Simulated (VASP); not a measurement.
A VASP calculation is set up with these files.

KPOINTS:
```
Automatic mesh
0
Gamma
11 11 9
0 0 0
```

INCAR:
```
IBRION=2   ! conjugate gradients
LREAL=.FALSE.   ! projection in real space or not
ALGO=Normal
SIGMA=0.1   ! width (eV)
EDIFF=1E-6
ENCUT=620   ! plane-wave cut-off (eV)
PREC=Accurate
SYSTEM=ZrB2
EDIFFG=-0.02   ! ionic stop
LASPH=.TRUE.
ISIF=3
NELM=100
LCHARG=.FALSE.
GGA=PE   ! PBE
NSW=40   ! most ionic steps
LWAVE=.FALSE.
LMAXMIX=4
ISMEAR=1
```

File POSCAR:
```
ZrB2
1.0
  1.5863297311  -2.7476041631   0.0000000000
  1.5863297311   2.7476041631   0.0000000000
  0.0000000000   0.0000000000   3.5437011487
Zr B
1 2
direct
  0.0000000000   1.0000000000   0.0000000000
  0.3333330000   0.6666670000   0.5000000000
  0.6666670000   0.3333330000   0.5000000000
```

POTCAR, in this order: Zr_sv B (PBE.64 set). Program: vasp_std.

**Question.** Translate this PBE calculation to Ansatz.

**Answer.** One equivalent input (not run):
Ansatz 0.2 input:
```yaml
crystal:
  lattice:
    - [1.5863297, -2.7476042, 0.0000000]
    - [1.5863297, 2.7476042, 0.0000000]
    - [0.0000000, 0.0000000, 3.5437011]
  atoms:
    - { symbol: Zr, position: [0.0000000, 1.0000000, 0.0000000] }
    - { symbol: B, position: [0.3333330, 0.6666670, 0.5000000] }
    - { symbol: B, position: [0.6666670, 0.3333330, 0.5000000] }
kpoints:
  mp_grid: { grid: [11, 11, 9] }
hamiltonian:
  xc: pbe
  pseudopotentials: { kind: paw }
scf:
  occupations: { method: methfessel_paxton, width: 0.1 }
  max_iter: 100
relax:
  max_steps: 40
  f_tol: 0.02
  cell: {}
output: { forces: true, stress: true, eigenvalues: true }
```
Limits of the translation: each code has its own PAW files, so the cut-off isn't converted (ENCUT is set for VASP's; basis.ecutwfc is left out, and Ansatz then takes the one that its files recommend); Ansatz stops its SCF on the density residual and VASP on the energy change (EDIFF).

The compound is ZrB2 in the AlB2 type structure. It was relaxed first.
